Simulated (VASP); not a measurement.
A convergence study with VASP on Pt (fcc): one setting is varied, all else stays as given below, so the limit is that of these other settings. Each run relaxes cell and ions from the cell shown.

```xyz
1
Lattice="0.0000 1.9600 1.9600 1.9600 0.0000 1.9600 1.9600 1.9600 0.0000" Properties=species:S:1:pos:R:3 pbc="T T T"
Pt     0.0000     0.0000     0.0000
```

The numbers are results of PBE GGA, VASP's PBE PAW potentials (set 64) (plane waves; VASP 6.6.1), not measurements. The tightest run used: 550 eV cut-off, 21×21×21 Γ-centred mesh, first-order Methfessel-Paxton smearing of 0.10 eV, potentials Pt.

Q: The settings run are 2×2×2 mesh; 3×3×3 mesh; 4×4×4 mesh; 5×5×5 mesh; 6×6×6 mesh; 7×7×7 mesh; 8×8×8 mesh; 9×9×9 mesh; 10×10×10 mesh; 11×11×11 mesh; 12×12×12 mesh; 13×13×13 mesh; 15×15×15 mesh; 16×16×16 mesh; 17×17×17 mesh; 18×18×18 mesh; 19×19×19 mesh; 20×20×20 mesh; 21×21×21 mesh. From which on does the relaxed volume stay within 0.05 Å³/atom of the tightest run?

A: From 8×8×8 mesh on: it is off by 0.039 there and by no more than 0.05 in any finer run, while 7×7×7 mesh is off by 0.093.
```
setting        relaxed volume (Å³/atom)  E (eV/atom)  irreducible k-points  difference judged (Å³/atom)
-------------  ------------------------  -----------  --------------------  ---------------------------
2×2×2 mesh                       27.281      -2.4742                     3                       11.676
3×3×3 mesh                       16.084      -5.4880                     4                        0.479
4×4×4 mesh                       15.493      -6.2021                     8                        0.112
5×5×5 mesh                       15.878      -5.8018                    10                        0.272
6×6×6 mesh                       15.448      -6.1995                    16                        0.158
7×7×7 mesh                       15.698      -6.0639                    20                        0.093
8×8×8 mesh                       15.567      -6.0809                    29                        0.039
9×9×9 mesh                       15.581      -6.1268                    35                        0.024
10×10×10 mesh                    15.612      -6.0837                    47                        0.007
11×11×11 mesh                    15.587      -6.1022                    56                        0.018
12×12×12 mesh                    15.621      -6.0997                    72                        0.016
13×13×13 mesh                    15.602      -6.0875                    84                        0.003
15×15×15 mesh                    15.611      -6.0977                   120                        0.006
16×16×16 mesh                    15.603      -6.0949                   145                        0.003
17×17×17 mesh                    15.608      -6.0997                   165                        0.003
18×18×18 mesh                    15.609      -6.0937                   195                        0.004
19×19×19 mesh                    15.605      -6.0973                   220                        0.000
20×20×20 mesh                    15.608      -6.0990                   256                        0.002
21×21×21 mesh                    15.605      -6.0953                   286                        0.000
```

Left out are rungs that failed or repeat a setting and relaxations that didn't move; long series are thinned to 24 rows.

The compound is Pt in the fcc structure.
